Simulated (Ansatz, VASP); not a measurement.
## ZnS (Wurtzite-2H): VASP beside Ansatz

One calculation is typed for both programs; each brings its own data sets. How far apart do they land? The cell is taken from a series of runs on this material, whose earlier steps may have relaxed, scaled, displaced or heated it; both programs get it as it stands.

Main program and level: Ansatz 0.2.0; plane waves, with VASP 6.6.1 beside it; zone-centre phonons at LDA.

## Step 1: Set-up

Symmetry: P6_3mc, No. 186, hexagonal system. Conventional cell: a = 3.658 Å, b = 3.658 Å, c = 6.029 Å, α = 90.00°, β = 90.00°, γ = 120.00°. Nearest to S lie 4 Zn at 2.25 Å. Nearest to Zn lie 4 S at 2.25 Å. Farther neighbours and most contacts between anions are not listed.

Coordinates:

```xyz
4
Lattice="3.6583 0.0000 0.0000 -1.8292 3.1682 0.0000 0.0000 0.0000 6.0290" Properties=species:S:1:pos:R:3 pbc="T T T"
S     0.0000    2.1121    2.2845
S     1.8292    1.0561    5.2990
Zn    0.0000    2.1121    0.0367
Zn    1.8292    1.0561    3.0512
```

## Step 2: VASP: zone-centre phonons, LDA

Second derivatives magnify differences that forces hide, and they need a tight electronic threshold.

Lines of VASP's logs that name or quote its potential files are left out, and so is its time.

Input file INCAR:

```
SYSTEM = ZnS
PREC = Accurate
ENCUT = 500
EDIFF = 1E-08
NELM = 120
ISMEAR = 0
SIGMA = 0.01
LREAL = .FALSE.
ALGO = Normal
GGA = CA
NBANDS = 24
LORBIT = 11
LWAVE = .FALSE.
LCHARG = .FALSE.
ISIF = 2
IBRION = 8
LEPSILON = .TRUE.
LASPH = .TRUE.
GGA_COMPAT = .FALSE.
EFERMI = MIDGAP
KPAR = 2
```

Input file POSCAR:

```
ZnS
1.0
    3.6583234102      0.0000000000      0.0000000000
   -1.8291617051      3.1682010085      0.0000000000
    0.0000000000      0.0000000000      6.0290444753
S Zn
2 2
Direct
    0.3333333333      0.6666666667      0.3789099544
    0.6666666667      0.3333333333      0.8789099544
    0.3333333333      0.6666666667      0.0060900456
    0.6666666667      0.3333333333      0.5060900456
```

Input file KPOINTS:

```
Automatic mesh
0
Gamma
12 12 8
0 0 0
```

PAW data sets: S and Zn (LDA family, release 64).

On the command line:

```console
$ mpirun -np 2 vasp_std
```

Numbers of over 12 decimals in the logs are rounded to 6 here.

Output:

```text
[banner, memory and clock lines left out]
running    2 mpi-ranks, on    1 nodes
 distrk:  each k-point on    1 cores,    2 groups
 distr:  one band on    1 cores,    1 groups

 POSCAR found type information on POSCAR S Zn
 POSCAR found :  2 types and       4 ions
 LDA part: xc-table for (Slater(with rela. corr.)+CA(PZ))
 , standard interpolation
 POSCAR, INCAR and KPOINTS ok, starting setup
 FFT: planning ... GRIDC
 FFT: planning ... GRID_SOFT
 FFT: planning ... GRID
 WAVECAR not read
 entering main loop
       N       E                     dE             d eps       ncg     rms          rms(c)
DAV:   1     0.234531605789E+03    0.23453E+03   -0.17298E+04  4560   0.184E+03
DAV:   2     0.410562395465E+01   -0.23043E+03   -0.22199E+03  4800   0.366E+02
DAV:   3    -0.167985958883E+02   -0.20904E+02   -0.20796E+02  5728   0.113E+02
DAV:   4    -0.172248003382E+02   -0.42620E+00   -0.42592E+00  5432   0.166E+01
DAV:   5    -0.172326752332E+02   -0.78749E-02   -0.78742E-02  5792   0.217E+00    0.123E+01
DAV:   6    -0.163450022246E+02    0.88767E+00   -0.19901E+00  6496   0.446E+01    0.910E+00
DAV:   7    -0.163418083372E+02    0.31939E-02   -0.18954E+00  4864   0.848E+00    0.350E+00
DAV:   8    -0.163159620252E+02    0.25846E-01   -0.65959E-02  6232   0.204E+00    0.109E+00
DAV:   9    -0.163132059319E+02    0.27561E-02   -0.23497E-02  6240   0.168E+00    0.302E-01
DAV:  10    -0.163132366723E+02   -0.30740E-04   -0.66691E-04  5728   0.366E-01    0.183E-01
DAV:  11    -0.163132579319E+02   -0.21260E-04   -0.56478E-05  5560   0.638E-02    0.713E-02
DAV:  12    -0.163132543036E+02    0.36283E-05   -0.13875E-05  7032   0.726E-02    0.152E-02
DAV:  13    -0.163132545368E+02   -0.23317E-06   -0.21051E-06  7000   0.222E-02    0.295E-03
DAV:  14    -0.163132545290E+02    0.77985E-08   -0.28334E-07  5848   0.814E-03    0.161E-03
DAV:  15    -0.163132545050E+02    0.23988E-07   -0.20257E-07  6832   0.477E-03    0.539E-04
DAV:  16    -0.163132545075E+02   -0.24738E-08   -0.44882E-08  4928   0.272E-03
   1 F= -.16313255E+02 E0= -.16313255E+02  d E =0.000000E+00
 Linear response reoptimize wavefunctions to high precision
DAV:   1    -0.163132545073E+02    0.12096E-09   -0.26769E-09  3528   0.910E-04
DAV:   2    -0.163132545074E+02   -0.77762E-10   -0.52954E-10  2784   0.193E-04
 Linear response G [H, r] |phi>, progress :
  Direction:   1
       N       E                     dE             d eps       ncg     rms
RMM:   1    -0.800336824648E+02   -0.80034E+02    0.52567E+02  8834   0.991E+01
RMM:   2    -0.896999134455E+02   -0.96662E+01   -0.32387E+01  7359   0.380E+01
RMM:   3    -0.902871201942E+02   -0.58721E+00   -0.25590E+00  8133   0.104E+01
RMM:   4    -0.903134286392E+02   -0.26308E-01   -0.13549E-01  8273   0.218E+00
RMM:   5    -0.903146285209E+02   -0.11999E-02   -0.15774E-02  8348   0.575E-01
RMM:   6    -0.903147637687E+02   -0.13525E-03   -0.22387E-03  8462   0.169E-01
RMM:   7    -0.903147998243E+02   -0.36056E-04   -0.47099E-04  8585   0.573E-02
RMM:   8    -0.903148047512E+02   -0.49269E-05   -0.17769E-04  8634   0.214E-02
RMM:   9    -0.903148040698E+02    0.68145E-06    0.92619E-05  8503   0.933E-03
RMM:  10    -0.903148051949E+02   -0.11252E-05    0.20772E-04  6802   0.463E-03
RMM:  11    -0.903148037121E+02    0.14828E-05    0.64924E-05  5871   0.254E-03
RMM:  12    -0.903148049300E+02   -0.12180E-05    0.29993E-04  5264   0.196E-03
RMM:  13    -0.903148053253E+02   -0.39525E-06    0.16763E-04  4944   0.162E-03
RMM:  14    -0.903148043605E+02    0.96480E-06    0.26888E-04  4747   0.157E-03
RMM:  15    -0.903148039546E+02    0.40593E-06    0.12441E-04  4592   0.149E-03
RMM:  16    -0.903148034781E+02    0.47642E-06    0.29774E-04  4443   0.148E-03
 Linear response G [H, r] |phi>, progress :
  Direction:   2
       N       E                     dE             d eps       ncg     rms
RMM:   1    -0.950137520816E+02   -0.95014E+02    0.33061E+02  8894   0.952E+01
RMM:   2    -0.101632443252E+03   -0.66187E+01   -0.25881E+01  7280   0.364E+01
RMM:   3    -0.102204809267E+03   -0.57237E+00   -0.20685E+00  8130   0.951E+00
RMM:   4    -0.102232845864E+03   -0.28037E-01   -0.10355E-01  8202   0.205E+00
RMM:   5    -0.102234530150E+03   -0.16843E-02   -0.15073E-02  8307   0.580E-01
RMM:   6    -0.102234739567E+03   -0.20942E-03   -0.26740E-03  8405   0.182E-01
RMM:   7    -0.102234740866E+03   -0.12991E-05   -0.77700E-04  8549   0.645E-02
RMM:   8    -0.102234745991E+03   -0.51246E-05   -0.45955E-04  8570   0.249E-02
RMM:   9    -0.102234734118E+03    0.11873E-04   -0.44919E-04  8461   0.996E-03
RMM:  10    -0.102234729935E+03    0.41823E-05   -0.28771E-04  6666   0.471E-03
RMM:  11    -0.102234728584E+03    0.13517E-05   -0.43974E-04  5928   0.257E-03
RMM:  12    -0.102234724594E+03    0.39900E-05   -0.24997E-04  5330   0.188E-03
RMM:  13    -0.102234724817E+03   -0.22357E-06   -0.44427E-04  4899   0.157E-03
RMM:  14    -0.102234723328E+03    0.14893E-05   -0.25352E-04  4686   0.147E-03
[...]
RMM:   9    -0.101852659062E+01    0.21073E-04    0.19445E-06 28020   0.470E-03    0.133E-03
RMM:  10    -0.101852571480E+01    0.87582E-06    0.11079E-07 28101   0.199E-03    0.323E-04
RMM:  11    -0.101853082981E+01   -0.51150E-05   -0.66505E-07 26432   0.759E-04    0.174E-04
RMM:  12    -0.101853069597E+01    0.13383E-06    0.24193E-07 24475   0.346E-04    0.332E-05
[...]
RMM:  13    -0.104725078642E+01   -0.12586E-06   -0.54473E-08  5225   0.119E-04    0.104E-05
RMM:  14    -0.104725092971E+01   -0.14329E-06    0.17126E-08  3613   0.712E-05    0.683E-06
 change of polarisation eV/A/(eV/A) component  3 :    -0.215    -0.183     1.997
 dielectric tensor                  component  3 :    -0.557    -0.475     6.171
 Linear response DOF=           4
 Linear response progress:
  Degree of freedom:   1/  4
       N       E                     dE             d eps       ncg     rms          rms(c)
RMM:   1    -0.106949486489E+00   -0.10695E+00    0.48963E-02 69823   0.209E+00
RMM:   2    -0.103418943506E+00    0.35305E-02   -0.69905E-03 42867   0.710E-01    0.188E-01
RMM:   3    -0.103887229653E+00   -0.46829E-03   -0.66038E-04 48545   0.171E-01    0.910E-02
RMM:   4    -0.104269371460E+00   -0.38214E-03   -0.98929E-05 47351   0.570E-02    0.224E-02
RMM:   5    -0.104323545073E+00   -0.54174E-04   -0.10787E-05 50102   0.152E-02    0.105E-02
RMM:   6    -0.104295277885E+00    0.28267E-04   -0.16693E-06 49897   0.542E-03    0.380E-03
RMM:   7    -0.104305300285E+00   -0.10022E-04   -0.15816E-07 47855   0.204E-03    0.996E-04
RMM:   8    -0.104303903231E+00    0.13971E-05   -0.57828E-08 50405   0.654E-04    0.715E-05
RMM:   9    -0.104303102930E+00    0.80030E-06   -0.51348E-08 49025   0.211E-04    0.555E-05
RMM:  10    -0.104303041716E+00    0.61215E-07   -0.25462E-08 51198   0.754E-05    0.123E-05
RMM:  11    -0.104303175851E+00   -0.13414E-06   -0.30003E-08 47334   0.374E-05    0.339E-06
RMM:  12    -0.104303135618E+00    0.40232E-07   -0.19158E-08 47960   0.190E-05    0.865E-07
RMM:  13    -0.104303132447E+00    0.31711E-08   -0.21336E-08 36901   0.105E-05    0.714E-07
 first order change of Fermi-energy  -0.56160E-01
 force on displaced ion       1 direction 1 :  -9.057   0.000   0.000
 Born effective charge ion    1 direction 1 :  -1.754  -0.000  -0.000
 Linear response progress:
  Degree of freedom:   2/  4
       N       E                     dE             d eps       ncg     rms          rms(c)
RMM:   1    -0.129833999945E+00   -0.12983E+00    0.59654E-02 16309   0.213E+00
RMM:   2    -0.124111601615E+00    0.57224E-02   -0.86193E-03  9407   0.834E-01    0.229E-01
RMM:   3    -0.124393106959E+00   -0.28151E-03   -0.11800E-03 10968   0.214E-01    0.114E-01
RMM:   4    -0.124626912670E+00   -0.23381E-03   -0.98427E-05  9923   0.700E-02    0.370E-02
RMM:   5    -0.124660818015E+00   -0.33905E-04   -0.46335E-05 10651   0.285E-02    0.969E-03
RMM:   6    -0.124644628493E+00    0.16190E-04   -0.10531E-05 11072   0.804E-03    0.527E-03
RMM:   7    -0.124645021741E+00   -0.39325E-06   -0.22410E-06 11447   0.202E-03    0.250E-03
RMM:   8    -0.124647748775E+00   -0.27270E-05   -0.84820E-08 10019   0.168E-03    0.274E-04
RMM:   9    -0.124648099399E+00   -0.35062E-06   -0.20594E-07 11533   0.446E-04    0.128E-04
RMM:  10    -0.124647966981E+00    0.13242E-06   -0.64603E-08 11178   0.167E-04    0.269E-05
RMM:  11    -0.124648059577E+00   -0.92596E-07    0.68851E-09 10118   0.781E-05    0.203E-05
RMM:  12    -0.124647980620E+00    0.78957E-07   -0.57281E-09 11366   0.300E-05    0.285E-06
RMM:  13    -0.124647997603E+00   -0.16983E-07    0.38449E-10 11304   0.142E-05    0.281E-06
RMM:  14    -0.124648006435E+00   -0.88319E-08   -0.11492E-08  9562   0.915E-06    0.773E-07
 first order change of Fermi-energy  -0.65233E-01
 force on displaced ion       1 direction 3 :   0.000  -0.000 -12.500
 Born effective charge ion    1 direction 3 :   0.000   0.000  -1.862
 Linear response progress:
  Degree of freedom:   3/  4
       N       E                     dE             d eps       ncg     rms          rms(c)
RMM:   1    -0.212878547950E+00   -0.21288E+00    0.12580E-02 42353   0.201E+00
RMM:   2    -0.210373446699E+00    0.25051E-02   -0.40557E-03 43023   0.499E-01    0.147E-01
RMM:   3    -0.210245611339E+00    0.12784E-03   -0.17732E-04 50101   0.814E-02    0.850E-02
RMM:   4    -0.210061733862E+00    0.18388E-03   -0.29356E-05 50154   0.298E-02    0.590E-03
RMM:   5    -0.210060001977E+00    0.17319E-05   -0.40853E-06 51310   0.567E-03    0.209E-03
RMM:   6    -0.210064787989E+00   -0.47860E-05   -0.16213E-07 51467   0.231E-03    0.323E-04
RMM:   7    -0.210065444760E+00   -0.65677E-06   -0.42603E-07 51703   0.691E-04    0.185E-04
RMM:   8    -0.210065858759E+00   -0.41400E-06   -0.22467E-07 51001   0.285E-04    0.394E-05
RMM:   9    -0.210065706531E+00    0.15223E-06   -0.10148E-07 51792   0.842E-05    0.241E-05
RMM:  10    -0.210065584644E+00    0.12189E-06   -0.11195E-08 50297   0.397E-05    0.265E-06
RMM:  11    -0.210065572451E+00    0.12193E-07   -0.14950E-08 50292   0.174E-05    0.104E-06
RMM:  12    -0.210065575536E+00   -0.30854E-08   -0.16045E-09 40676   0.997E-06    0.444E-07
 first order change of Fermi-energy  -0.13451E+00
 force on displaced ion       3 direction 1 :  -8.348   0.001   0.000
 Born effective charge ion    3 direction 1 :   1.754  -0.000   0.000
 Linear response progress:
  Degree of freedom:   4/  4
       N       E                     dE             d eps       ncg     rms          rms(c)
RMM:   1    -0.220817420251E+00   -0.22082E+00    0.10765E-02  9552   0.203E+00
RMM:   2    -0.217199909816E+00    0.36175E-02   -0.45150E-03  9771   0.532E-01    0.177E-01
RMM:   3    -0.216970513592E+00    0.22940E-03   -0.20050E-04 11237   0.992E-02    0.921E-02
RMM:   4    -0.216736400418E+00    0.23411E-03   -0.51720E-05 11113   0.491E-02    0.228E-02
RMM:   5    -0.216700256452E+00    0.36144E-04   -0.13519E-05 11526   0.169E-02    0.663E-03
RMM:   6    -0.216706683100E+00   -0.64266E-05    0.15520E-06 10749   0.526E-03    0.379E-03
RMM:   7    -0.216713572380E+00   -0.68893E-05   -0.86808E-07 11031   0.300E-03    0.104E-03
RMM:   8    -0.216714757878E+00   -0.11855E-05   -0.20223E-07 11409   0.939E-04    0.230E-04
RMM:   9    -0.216714483723E+00    0.27416E-06   -0.33501E-07 11669   0.291E-04    0.787E-05
RMM:  10    -0.216714234703E+00    0.24902E-06   -0.91129E-08 11712   0.132E-04    0.294E-05
RMM:  11    -0.216714217747E+00    0.16956E-07   -0.14299E-07 11709   0.470E-05    0.918E-06
RMM:  12    -0.216714228186E+00   -0.10438E-07   -0.10331E-08 11360   0.248E-05    0.823E-06
RMM:  13    -0.216714236687E+00   -0.85011E-08   -0.85214E-09 10660   0.134E-05    0.169E-06
 first order change of Fermi-energy   0.65175E-01
 force on displaced ion       3 direction 3 :   0.000  -0.000 -10.264
 Born effective charge ion    3 direction 3 :   0.000  -0.000   1.862
 Born effective charges drift removed
 Linear response finished
```

(Part 1 of 3 ends here.)

[Lines on the potential files, build, host, timing and source positions are cut from VASP's logs without a mark.]

[Logs are printed without paths, hosts, clocks, repeated set-up lines and the standing remarks that a program may print on its own settings, such as how far it seeks lower states.]

[Hosts, paths, dates, database ids (printed as entryN), source tags and the programs' standing remarks are cut or masked in the printed files.]
